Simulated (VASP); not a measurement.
Consider the following.

```xyz
1
Lattice="0.0000 1.7284 1.7284 1.7284 0.0000 1.7284 1.7284 1.7284 0.0000" Properties=species:S:1:pos:R:3 pbc="T T T"
Ni     0.0000     0.0000     0.0000
```
Starting moments (μB, in the order of the record's atoms Ni): 0.6.

Calculation: revTPSS meta-GGA, VASP's PBE PAW potentials (set 64) (plane waves; VASP). Settings: 520 eV cut-off, 20×20×20 Γ-centred mesh, tetrahedra with Blöchl corrections, potentials Ni.

Task: Tabulate the total density of states (states/eV per cell) against energy (eV; zero at the valence-band maximum or, without a gap, the Fermi level).

Result: 
```tsv
E (eV)	DOS (states/eV)
-9.95	0.00
-9.41	0.01
-8.87	0.05
-8.23	0.08
-7.69	0.10
-7.15	0.12
-6.62	0.15
-6.08	0.20
-5.43	0.32
-4.89	0.76
-4.36	1.32
-3.82	1.39
-3.28	1.79
-2.64	2.16
-2.10	2.26
-1.56	2.78
-1.02	2.51
-0.38	1.14
0.16	2.00
0.70	0.34
1.24	0.30
1.77	0.28
2.42	0.27
2.96	0.25
3.49	0.23
```
Within 2 eV below the Fermi level the largest weight inside VASP's projection spheres is Ni d.

The compound is Ni in the fcc structure. It was relaxed first, which changed the volume by -5 %.
